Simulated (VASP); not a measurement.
Given:

```yaml
crystal:
  lattice:
    - [-2.91352, 2.91352, 1.58010]
    - [2.91352, -2.91352, 1.58010]
    - [2.91352, 2.91352, -1.58010]
  atoms:
    - { symbol: Sn, position: [0.25000, 0.75000, 0.50000] }
    - { symbol: Sn, position: [0.00000, 0.00000, 0.00000] }
```

The numbers are results of PBEsol GGA, VASP's PBE PAW potentials (set 64) (plane waves; VASP), not measurements. Run with 400 eV cut-off, Gaussian smearing of 0.050 eV, potentials Sn_d.

Unless said otherwise, spin-orbit coupling is left out, though it shifts the bands of the heavy elements here.

Task: Predict the band gap (along the path) with the smallest direct gap where there is one.

Result: 
| Quantity | Value |
|---|---|
| band gap (along the path) | none (metal, semimetal or under 0.01 eV) |

Only differences to runs with the same potentials and settings are physical.

The compound is Sn in the beta structure. It was relaxed first.
